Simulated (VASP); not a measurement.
Consider the following.

```xyz
2
Lattice="0.0000 2.3889 2.3889 2.3889 0.0000 2.3889 2.3889 2.3889 0.0000" Properties=species:S:1:pos:R:3 pbc="T T T"
Ca     0.0000     0.0000     0.0000
O      2.3889     2.3889     2.3889
```

These are revTPSS meta-GGA, VASP's PBE PAW potentials (set 64) (plane waves; VASP) values and carry that method's errors. Run with 520 eV cut-off, 9×9×9 Γ-centred mesh, Gaussian smearing of 0.050 eV, potentials Ca_sv O.

### Question
Give the stress tensor in GPa (positive for a compressed cell).

### Answer

```
3.64  0.00  0.00
0.00  3.64  0.00
0.00  0.00  3.64
```
The pressure is its mean diagonal, 3.64 GPa.

The compound is CaO in the rock salt structure. This cell is one point of a volume scan, at 0.97 of the reference volume.
